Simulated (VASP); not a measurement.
## Ag (Silver) with PBE: from relaxation to properties

How well does PBE reproduce what experiment finds for Ag (Silver)? The cell is relaxed first, and properties follow on it. The steps: relaxing cell and atoms (PBE), second relaxation, single point with fields (PBE), band structure (PBE), total and projected DOS (PBE), core levels (PBE) and band structure (PBE), changed input. Left out of this account: 1 further run (phonons: it ended without a result to show). The start is a cell from a database of measured crystal structures.

Main program and level: VASP 6.6.1; PBE; plane waves and PAW (Ag).

**What experiment says.**

For Ag, fcc (literature value), “Chemical Reactivity of Supported ZnO Clusters: Undercoordinated Zinc and Oxygen Atoms as Active Sites” (2020, pmc:7756222) quotes earlier work: lattice constant a (cubic lattice parameter) 4.0857 Å [literature value quoted in the computational section; measurement temperature not stated …].

**1. Starting point**

Before any relaxation, the start is as follows. The structure is cubic, space group Fm-3m (No. 225). Conventional cell: a = 4.085 Å, b = 4.085 Å, c = 4.085 Å, α = 90.00°, β = 90.00°, γ = 90.00°. Ag has 12 Ag at 2.89 Å nearest.

As a file:

```xyz
1
Lattice="0.0000 2.0427 2.0427 2.0427 0.0000 2.0427 2.0427 2.0427 0.0000" Properties=species:S:1:pos:R:3 pbc="T T T"
Ag    0.0000    0.0000    0.0000
```

**2. Relaxing cell and atoms (PBE)**

Properties are meant for the cell that this level of theory prefers, so cell and atoms are relaxed first (ISIF = 3) until forces and stress are small; EDIFFG sets the threshold. PBE, the usual starting point, adds the gradient of the density.

INCAR reads:

```
SYSTEM = Ag
PREC = Accurate
ENCUT = 400
EDIFF = 1E-06
NELM = 100
ISMEAR = 1
SIGMA = 0.2
LREAL = .FALSE.
ALGO = Normal
GGA = PE
NBANDS = 11
LASPH = .TRUE.
LORBIT = 11
LWAVE = .FALSE.
LCHARG = .FALSE.
KPAR = 2
IBRION = 2
NSW = 60
ISIF = 3
EDIFFG = -0.01
```

POSCAR reads:

```
Ag
1.0
    0.0000000000      2.0427500000      2.0427500000
    2.0427500000      0.0000000000      2.0427500000
    2.0427500000      2.0427500000      0.0000000000
Ag
1
Direct
    0.0000000000      0.0000000000      0.0000000000
```

KPOINTS reads:

```
Automatic mesh
0
Gamma
11 11 11
0 0 0
```

Potentials, in the order of the species: Ag (PBE family, release 64).

Command:

```bash
> mpirun -np 2 vasp_std
```

The program printed:

```text
[banner, memory and clock lines left out]
running    2 mpi-ranks, on    1 nodes
 distrk:  each k-point on    1 cores,    2 groups
 distr:  one band on    1 cores,    1 groups

 POSCAR found type information on POSCAR Ag
 POSCAR found :  1 types and       1 ions
 LDA part: xc-table for (Slater+PW92), standard interpolation
 POSCAR, INCAR and KPOINTS ok, starting setup
 FFT: planning ... GRIDC
 FFT: planning ... GRID_SOFT
 FFT: planning ... GRID
 WAVECAR not read
 entering main loop
       N       E                     dE             d eps       ncg     rms          rms(c)
DAV:   1     0.414588061295E+02    0.41459E+02   -0.47726E+03  1283   0.724E+02
DAV:   2    -0.240970819530E+01   -0.43869E+02   -0.41613E+02  1385   0.174E+02
DAV:   3    -0.296747681333E+01   -0.55777E+00   -0.55753E+00  1391   0.213E+01
DAV:   4    -0.296909147608E+01   -0.16147E-02   -0.16146E-02  1331   0.122E+00
DAV:   5    -0.296910461372E+01   -0.13138E-04   -0.13137E-04  1415   0.999E-02    0.521E+00
DAV:   6    -0.272093622732E+01    0.24817E+00   -0.10228E+00  1295   0.955E+00    0.335E+00
DAV:   7    -0.271227930886E+01    0.86569E-02   -0.10845E-02  1400   0.100E+00    0.188E+00
DAV:   8    -0.270931207519E+01    0.29672E-02   -0.68155E-04  1329   0.203E-01    0.918E-02
DAV:   9    -0.270931932582E+01   -0.72506E-05   -0.80020E-06  1382   0.226E-02    0.199E-02
DAV:  10    -0.270932514424E+01   -0.58184E-05   -0.38537E-06  1353   0.196E-02    0.674E-03
DAV:  11    -0.270932470103E+01    0.44321E-06   -0.92936E-08   727   0.278E-03
   1 F= -.27093247E+01 E0= -.27091788E+01  d E =-.270932E+01
 curvature:   0.00 expect dE= 0.000E+00 dE for cont linesearch  0.000E+00
 trial: gam= 0.00000 g(F)=  0.563E-62 g(S)=  0.245E-01 ort = 0.000E+00 (trialstep = 0.100E+01)
 search vector abs. value=  0.245E-01
 bond charge predicted
       N       E                     dE             d eps       ncg     rms          rms(c)
DAV:   1    -0.324152109407E+01   -0.53220E+00   -0.88337E+00  1280   0.322E+01    0.510E+00
DAV:   2    -0.273237209726E+01    0.50915E+00   -0.18050E+00  1274   0.127E+01    0.176E+00
DAV:   3    -0.271751728084E+01    0.14855E-01   -0.38544E-02  1417   0.177E+00    0.124E+00
DAV:   4    -0.271411889836E+01    0.33984E-02   -0.37143E-03  1306   0.520E-01    0.965E-02
DAV:   5    -0.271407351453E+01    0.45384E-04   -0.41255E-04  1381   0.159E-01    0.224E-02
DAV:   6    -0.271407917184E+01   -0.56573E-05   -0.70980E-06  1327   0.255E-02    0.254E-03
DAV:   7    -0.271407909531E+01    0.76530E-07   -0.41594E-07   733   0.565E-03
   2 F= -.27140791E+01 E0= -.27135504E+01  d E =-.475439E-02
 trial-energy change:   -0.004754  1 .order   -0.005550   -0.024541    0.013440
 step:   0.6164(harm=  0.6461)  dis= 0.00000  next Energy=    -2.716702 (dE=-0.738E-02)
 bond charge predicted
       N       E                     dE             d eps       ncg     rms          rms(c)
DAV:   1    -0.279738864676E+01   -0.83309E-01   -0.12965E+00  1280   0.120E+01    0.184E+00
DAV:   2    -0.271842666021E+01    0.78962E-01   -0.33805E-01  1268   0.535E+00    0.512E-01
DAV:   3    -0.271706450131E+01    0.13622E-02   -0.21626E-03  1385   0.397E-01    0.340E-01
DAV:   4    -0.271665418592E+01    0.41032E-03   -0.61723E-04  1303   0.173E-01    0.286E-02
DAV:   5    -0.271665266030E+01    0.15256E-05   -0.36693E-06  1352   0.164E-02    0.166E-02
DAV:   6    -0.271665322317E+01   -0.56287E-06   -0.69420E-07   938   0.620E-03
   3 F= -.27166532E+01 E0= -.27162573E+01  d E =-.732852E-02
 curvature:  -0.32 expect dE=-0.566E-06 dE for cont linesearch -0.566E-06
 trial: gam=-0.00841 g(F)=  0.292E-62 g(S)=  0.177E-05 ort = 0.208E-03 (trialstep = 0.923E+00)
 search vector abs. value=  0.227E-09
 reached required accuracy - stopping structural energy minimisation
```

Elapsed: 12 s, on 2 MPI ranks of Intel Xeon Platinum 8488C (Sapphire Rapids), shared host; peak memory 0.26 GiB.

Lines that name or quote the potential files are left out of all logs, and their timing lines are given in words.

Parts of OUTCAR (step 2):

```text
ion  position               nearest neighbor table
   1  0.000  0.000  0.000-

  LATTYP: Found a face centered cubic cell.
 ALAT       =     4.0855000000

 Subroutine GETGRP returns: Found 48 space group operations
 (whereof 48 operations were pure point group operations)

The static configuration has the point symmetry O_h .

 Found     56 irreducible k-points:

   k-points           NKPTS =     56   k-points in BZ     NKDIM =     56   number of bands    NBANDS=     11

   dimension x,y,z NGX =    20 NGY =   20 NGZ =   20
   dimension x,y,z NGXF=    40 NGYF=   40 NGZF=   40

   ENCUT  =  400.0 eV  29.40 Ry    5.42 a.u.   4.71  4.71  4.71*2*pi/ulx,y,z

   NELECT =      11.0000    total number of electrons

 k-points in reciprocal lattice and weights: Automatic mesh
   0.00000000  0.00000000  0.00000000       0.001
   0.09090909  0.00000000  0.00000000       0.006
   0.18181818  0.00000000  0.00000000       0.006
   0.27272727  0.00000000  0.00000000       0.006
   0.36363636  0.00000000  0.00000000       0.006
   0.45454545  0.00000000  0.00000000       0.006
   0.09090909  0.09090909  0.00000000       0.005
   0.18181818  0.09090909  0.00000000       0.018
   0.27272727  0.09090909  0.00000000       0.018
[...]
-0.36363636  0.45454545  0.18181818       0.018
  -0.27272727  0.45454545  0.18181818       0.018

 average (electrostatic) potential at core
       1 -71.1830

 E-fermi :   8.2041

 k-point     1 :       0.0000    0.0000    0.0000
  band No.  band energies     occupation
    ...
      2       3.2501      2.00000
      3       3.2501      2.00000
      4       3.2501      2.00000
      5       4.2183      2.00000
      6       4.2183      2.00000
      7      23.8762      0.00000
      8      27.2387      0.00000
      9      27.2387      0.00000
     10      27.2387      0.00000
     11      31.9597      0.00000

 k-point     2 :       0.0909    0.0000    0.0000
  band No.  band energies     occupation
    ...
      2       3.2000      2.00000
      3       3.3146      2.00000
      4       3.3146      2.00000
      5       4.1965      2.00000
      6       4.1965      2.00000
      7      23.7845      0.00000
      8      25.4769      0.00000
      9      27.3055      0.00000
     10      27.3055      0.00000
     11      31.4853      0.00000

 k-point     3 :       0.1818    0.0000    0.0000
  band No.  band energies     occupation
    ...
      2       3.1740      2.00000
      3       3.4302      2.00000
      4       3.4302      2.00000
      5       4.2065      2.00000
      6       4.2065      2.00000
      7      21.3932      0.00000
      8      24.6817      0.00000
      9      27.3482      0.00000
     10      27.3482      0.00000
     11      30.3599      0.00000

  Total        0.0034929      0.0034929      0.0034929     -0.0000000      0.0000000     -0.0000000
  in kB        0.3164958      0.3164958      0.3164958     -0.0000000      0.0000000     -0.0000000
  external PRESSURE =       0.3164958 kB  Pullay stress =       0.0000000 kB

  energy-cutoff  :      400.00
  volume of cell :       17.68
      direct lattice vectors                 reciprocal lattice vectors
    -0.000000000  2.067763811  2.067763811    -0.241807114  0.241807114  0.241807114
     2.067763811  0.000000000  2.067763811     0.241807114 -0.241807114  0.241807114
     2.067763811  2.067763811  0.000000000     0.241807114  0.241807114 -0.241807114

 POSITION                                       TOTAL-FORCE (eV/Angst)
 -----------------------------------------------------------------------------------
     -0.00000      0.00000      0.00000         0.000000      0.000000      0.000000
 -----------------------------------------------------------------------------------
    total drift:                                0.000000     -0.000000     -0.000000

  FREE ENERGIE OF THE ION-ELECTRON SYSTEM (eV)
  ---------------------------------------------------
  free  energy   TOTEN  =        -2.7166532232 eV

  energy  without entropy=       -2.7154655299  energy(sigma->0) =       -2.71625733

 reached required accuracy - stopping structural energy minimisation

 total charge
# of ion       s       p       d       tot
------------------------------------------
    1        0.409   0.279   9.155   9.843

[... 3 further parts left out ...]
```

CONTCAR:

```
Ag
   1.00000000000000
    -0.0000000000000000    2.0677638109237488    2.0677638109237488
     2.0677638109237488    0.0000000000000000    2.0677638109237488
     2.0677638109237488    2.0677638109237488    0.0000000000000000
  Ag
     1
Direct
     0.0000000000000000    0.0000000000000000    0.0000000000000000
```

This run has no spin polarisation. Its electron count is odd, so without a moment it is a metal by construction. The k-mesh is coarse for a metal. The run keeps the 48 symmetry operations of its start, so it cannot find a distortion of lower symmetry.

The steps of the relaxation:

| step | energy less that of the first step (eV) | largest force (eV/Å) | pressure (GPa) | volume (Å³) |
| --- | --- | --- | --- | --- |
| 1 | 0.0000 | 0.0000 | 3.87 | 17.05 |
| 2 | -0.0048 | 0.0000 | -2.00 | 18.08 |
| 3 | -0.0073 | 0.0000 | 0.03 | 17.68 |

| conventional cell, symmetrised | before | after | change |
| --- | --- | --- | --- |
| a (Å) | 4.085 | 4.136 | +1.2 % |
| b (Å) | 4.085 | 4.136 | +1.2 % |
| c (Å) | 4.085 | 4.136 | +1.2 % |
| volume (Å³/atom) | 17.05 | 17.68 | +3.7 % |

The relaxed structure:

```cif
data_structure
_symmetry_space_group_name_H-M 'P 1'
_symmetry_Int_Tables_number 1
_cell_length_a 2.9243
_cell_length_b 2.9243
_cell_length_c 2.9243
_cell_angle_alpha 60.000
_cell_angle_beta 60.000
_cell_angle_gamma 60.000
_cell_volume 17.68
loop_
_atom_site_label
_atom_site_type_symbol
_atom_site_fract_x
_atom_site_fract_y
_atom_site_fract_z
_atom_site_occupancy
Ag1 Ag 0.00000 0.00000 0.00000 1
```

This step gave:

```
electrons                       : 11
bands                           : 11
irreducible k-points            : 56
symmetry operations             : 48
free energy (TOTEN)             : -2.717 eV
energy at zero smearing         : -2.716 eV
Fermi energy                    : 8.204 eV
pressure                        : 0.03165 GPa
metallic                        : yes
SCF cycles over all ionic steps : 24
```

It ends with forces that vanish by symmetry and a pressure of 0.03 GPa. The volume lies +3.7 % from that of the database's start.

**3. Second relaxation**

The basis stayed that of the start cell while the cell moved. A rerun from the cell reached resets it; the error of the finite cutoff stays.

INCAR is that of step 2.

POSCAR reads:

```
Ag
1.0
    0.0000000000      2.0677638109      2.0677638109
    2.0677638109      0.0000000000      2.0677638109
    2.0677638109      2.0677638109      0.0000000000
Ag
1
Direct
    0.0000000000      0.0000000000      0.0000000000
```

KPOINTS is that of step 2.

Command:

```bash
> mpirun -np 2 vasp_std
```

The program printed:

```text
[... set-up lines as in an earlier step ...]
 entering main loop
       N       E                     dE             d eps       ncg     rms          rms(c)
DAV:   1     0.395951437817E+02    0.39595E+02   -0.47427E+03  1320   0.721E+02
DAV:   2    -0.243873111656E+01   -0.42034E+02   -0.39663E+02  1373   0.170E+02
DAV:   3    -0.296546571147E+01   -0.52673E+00   -0.52657E+00  1412   0.206E+01
DAV:   4    -0.296701756101E+01   -0.15518E-02   -0.15518E-02  1334   0.116E+00
DAV:   5    -0.296703049651E+01   -0.12936E-04   -0.12936E-04  1388   0.969E-02    0.473E+00
DAV:   6    -0.272825275513E+01    0.23878E+00   -0.10208E+00  1280   0.947E+00    0.311E+00
DAV:   7    -0.272125500106E+01    0.69978E-02   -0.78448E-03  1394   0.855E-01    0.178E+00
DAV:   8    -0.271864239568E+01    0.26126E-02   -0.68804E-04  1323   0.213E-01    0.785E-02
DAV:   9    -0.271865097349E+01   -0.85778E-05   -0.77043E-06  1376   0.213E-02    0.203E-02
DAV:  10    -0.271865670158E+01   -0.57281E-05   -0.38600E-06  1362   0.198E-02    0.552E-03
DAV:  11    -0.271865634793E+01    0.35365E-06   -0.80102E-08   709   0.255E-03
   1 F= -.27186563E+01 E0= -.27182603E+01  d E =-.271866E+01
 curvature:   0.00 expect dE= 0.000E+00 dE for cont linesearch  0.000E+00
 trial: gam= 0.00000 g(F)=  0.223E-62 g(S)=  0.296E-04 ort = 0.000E+00 (trialstep = 0.100E+01)
 search vector abs. value=  0.296E-04
 bond charge predicted
       N       E                     dE             d eps       ncg     rms          rms(c)
DAV:   1    -0.271933737754E+01   -0.68068E-03   -0.10932E-02  1292   0.111E+00    0.171E-01
DAV:   2    -0.271868539235E+01    0.65199E-03   -0.26732E-03  1298   0.481E-01    0.522E-02
DAV:   3    -0.271866991162E+01    0.15481E-04   -0.23284E-05  1391   0.419E-02    0.351E-02
DAV:   4    -0.271866298811E+01    0.69235E-05   -0.50216E-06  1327   0.164E-02    0.190E-03
DAV:   5    -0.271866299663E+01   -0.85172E-08   -0.35476E-08   706   0.167E-03
   2 F= -.27186630E+01 E0= -.27182534E+01  d E =-.664870E-05
 trial-energy change:   -0.000007  1 .order   -0.000010   -0.000030    0.000010
 step:   0.7466(harm=  0.7466)  dis= 0.00000  next Energy=    -2.718667 (dE=-0.111E-04)
 reached required accuracy - stopping structural energy minimisation
```

Run time: 8.2 s. Hardware: 2 MPI ranks; peak memory 0.25 GiB; 15 s of CPU time.

Parts of OUTCAR (step 3):

```text
  LATTYP: Found a face centered cubic cell.
 ALAT       =     4.1355276218

The static configuration has the point symmetry O_h .

 Found     56 irreducible k-points:

   ENCUT  =  400.0 eV  29.40 Ry    5.42 a.u.   4.77  4.77  4.77*2*pi/ulx,y,z

   NELECT =      11.0000    total number of electrons

 E-fermi :   8.1770

 k-point     1 :       0.0000    0.0000    0.0000
  band No.  band energies     occupation
    ...
      2       3.2298      2.00000
      3       3.2298      2.00000
      4       3.2298      2.00000
      5       4.1944      2.00000
      6       4.1944      2.00000
      7      23.8434      0.00000
      8      27.1939      0.00000
      9      27.1939      0.00000
     10      27.1939      0.00000
     11      31.9102      0.00000

 k-point     2 :       0.0909    0.0000    0.0000
  band No.  band energies     occupation
    ...
      2       3.1796      2.00000
      3       3.2939      2.00000
      4       3.2939      2.00000
      5       4.1724      2.00000
      6       4.1724      2.00000
      7      23.7484      0.00000
      8      25.4338      0.00000
      9      27.2588      0.00000
     10      27.2588      0.00000
     11      31.4311      0.00000

  Total       -0.0048542     -0.0048542     -0.0048542      0.0000000     -0.0000000      0.0000000
  in kB       -0.4389315     -0.4389315     -0.4389315      0.0000000     -0.0000000      0.0000000
  external PRESSURE =      -0.4389315 kB  Pullay stress =       0.0000000 kB

  energy-cutoff  :      400.00
  volume of cell :       17.72
      direct lattice vectors                 reciprocal lattice vectors
    -0.000000000  2.069190843  2.069190843    -0.241640350  0.241640350  0.241640350
     2.069190843 -0.000000000  2.069190843     0.241640350 -0.241640350  0.241640350
     2.069190843  2.069190843 -0.000000000     0.241640350  0.241640350 -0.241640350

 POSITION                                       TOTAL-FORCE (eV/Angst)
 -----------------------------------------------------------------------------------
      0.00000      0.00000      0.00000         0.000000     -0.000000      0.000000
 -----------------------------------------------------------------------------------
    total drift:                                0.000000     -0.000000      0.000000

  FREE ENERGIE OF THE ION-ELECTRON SYSTEM (eV)
  ---------------------------------------------------
  free  energy   TOTEN  =        -2.7186629966 eV

  energy  without entropy=       -2.7174340667  energy(sigma->0) =       -2.71825335

 total charge
# of ion       s       p       d       tot
------------------------------------------
    1        0.408   0.278   9.155   9.841

[... 6 parts as in an earlier step ...]

[... 5 further parts left out ...]
```

Little changed from the start: no atom moved by 0.005 Å and no cell edge by 0.1 %.

This step gave:

```
free energy (TOTEN)             : -2.719 eV
energy at zero smearing         : -2.718 eV
Fermi energy                    : 8.177 eV
pressure                        : -0.04389 GPa
SCF cycles over all ionic steps : 16
```

It ends with forces that vanish by symmetry and a pressure of -0.04 GPa.

(Part 1 of 3 ends here.)

[Lines on the potential files, build, host, timing and source positions are cut from VASP's logs without a mark.]

[Logs are printed without paths, hosts, clocks, repeated set-up lines and the standing remarks that a program may print on its own settings, such as how far it seeks lower states.]

[Hosts, paths, dates, database ids (printed as entryN), source tags and the programs' standing remarks are cut or masked in the printed files.]

[A measured line is paired with the nearest computed mode of its activity, which favours agreement.]
